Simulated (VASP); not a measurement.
Here is a VASP 6.6.1 calculation.

Contents of POSCAR:

```
Sn                                      
1.0
    0.0000000000      3.2676089742      3.2676089742
    3.2676089742      0.0000000000      3.2676089742
    3.2676089742      3.2676089742      0.0000000000
  Sn            
     2
Direct
     0.0000000000000000    0.0000000000000000    0.0000000000000000
     0.2500000000000000    0.2500000000000000    0.2500000000000000
```

File INCAR.step1:

```
PREC     = Accurate       # precision mode
ENCUT    = 520            # plane-wave cutoff, eV
EDIFF    = 1E-5           # SCF threshold, eV
ISMEAR   = 0              # smearing method
SIGMA    = 0.02           # smearing width, eV
LREAL    = F              # projectors in reciprocal space
LASPH    = T              # aspherical terms in the spheres
NELM     = 80             # most SCF steps
ALGO     = Normal         # electronic algorithm
ISIF     = 2              # what is computed and relaxed
LWAVE    = T              # write WAVECAR
LCHARG   = F              # write CHGCAR
KPAR     = 4            
GGA      = PE             # functional
```

INCAR.step2

```
PREC     = Accurate       # precision mode
ENCUT    = 520            # plane-wave cutoff, eV
EDIFF    = 1E-7           # SCF threshold, eV
ISMEAR   = 0              # smearing method
SIGMA    = 0.02           # smearing width, eV
LREAL    = F              # projectors in reciprocal space
LASPH    = T              # aspherical terms in the spheres
NELM     = 80             # most SCF steps
ALGO     = Normal         # electronic algorithm
ISIF     = 2              # what is computed and relaxed
LWAVE    = F              # write WAVECAR
LCHARG   = F              # write CHGCAR
GGA      = PE             # functional
LHFCALC  = T              # exact exchange
AEXX     = 1.0            # exact-exchange fraction
ALDAC    = 0.0          
AGGAC    = 0.0          
PRECFOCK = Fast         
HFRCUT   = -1           
KPAR     = 4            
ISTART   = 1
```

Contents of KPOINTS:

```
Automatic mesh
0
Gamma
  6 6 6
```

File KPOINTS_OPT:

```
path GXWKGLUWLK,UX
10
line-mode
reciprocal
 0.0000000000  0.0000000000  0.0000000000  G
 0.5000000000  0.0000000000  0.5000000000  X

 0.5000000000  0.0000000000  0.5000000000  X
 0.5000000000  0.2500000000  0.7500000000  W

 0.5000000000  0.2500000000  0.7500000000  W
 0.3750000000  0.3750000000  0.7500000000  K

 0.3750000000  0.3750000000  0.7500000000  K
 0.0000000000  0.0000000000  0.0000000000  G

 0.0000000000  0.0000000000  0.0000000000  G
 0.5000000000  0.5000000000  0.5000000000  L

 0.5000000000  0.5000000000  0.5000000000  L
 0.6250000000  0.2500000000  0.6250000000  U

 0.6250000000  0.2500000000  0.6250000000  U
 0.5000000000  0.2500000000  0.7500000000  W

 0.5000000000  0.2500000000  0.7500000000  W
 0.5000000000  0.5000000000  0.5000000000  L

 0.5000000000  0.5000000000  0.5000000000  L
 0.3750000000  0.3750000000  0.7500000000  K

 0.6250000000  0.2500000000  0.6250000000  U
 0.5000000000  0.0000000000  0.5000000000  X
```

Potentials or basis: VASP PAW PBE potentials, release 64 (Sn_d).

The run is started by

```sh
$ cat potpaw_PBE.64/Sn_d/POTCAR > POTCAR
$ cp INCAR.step1 INCAR
$ mpirun -np 4 vasp_std > vasp.out
$ cp INCAR.step2 INCAR
$ mpirun -np 4 vasp_std > vasp.out
```

**Question.** Predict the band gap along the path.

**Answer.** 4.77 eV, direct.

**Question.** Estimate the band gap on the k mesh.

**Answer.** 4.77 eV, direct.

**Question.** What does it give for the pressure?

**Answer.** 1.6 GPa.

Levels at the corners of the path, in eV from the valence-band top:
```tsv
point	band 11	band 12	band 13	band 14	band 15	band 16	band 17	band 18
Γ	-15.03	0.00	0.00	0.00	4.77	7.17	7.17	7.17
X	-10.45	-10.45	-3.48	-3.48	5.47	5.47	14.71	14.75
X	-10.45	-10.45	-3.48	-3.48	5.47	5.47	14.71	14.71
W	-10.35	-10.35	-4.20	-4.20	9.20	9.20	9.20	9.20
W	-10.35	-10.35	-4.20	-4.20	9.20	9.20	9.20	9.20
K	-11.06	-9.74	-4.66	-2.96	5.87	8.78	12.12	12.48
K	-11.06	-9.74	-4.66	-2.96	5.87	8.78	12.11	12.35
Γ	-15.03	0.00	0.00	0.00	4.77	7.17	7.17	7.17
Γ	-15.03	0.00	0.00	0.00	4.77	7.17	7.17	7.17
L	-12.64	-8.73	-1.61	-1.61	4.85	8.45	8.45	11.20
L	-12.64	-8.73	-1.61	-1.61	4.85	8.45	8.45	11.20
U	-11.06	-9.74	-4.66	-2.96	5.87	8.78	12.22	12.60
U	-11.06	-9.74	-4.66	-2.96	5.87	8.78	12.18	12.39
W	-10.35	-10.35	-4.20	-4.20	9.20	9.20	9.20	9.20
W	-10.35	-10.35	-4.20	-4.20	9.20	9.20	9.20	9.20
L	-12.64	-8.73	-1.61	-1.61	4.85	8.45	8.45	11.20
L	-12.64	-8.73	-1.61	-1.61	4.85	8.45	8.45	11.20
K	-11.06	-9.74	-4.66	-2.96	5.87	8.78	12.28	12.38
U	-11.06	-9.74	-4.66	-2.96	5.87	8.78	12.14	12.42
X	-10.45	-10.45	-3.48	-3.48	5.47	5.47	14.71	14.76
```

Caveat: the PAW data sets were made with another functional, which shifts forces and pressure a little; spin-orbit coupling is left out, which moves the levels of the heavy elements.
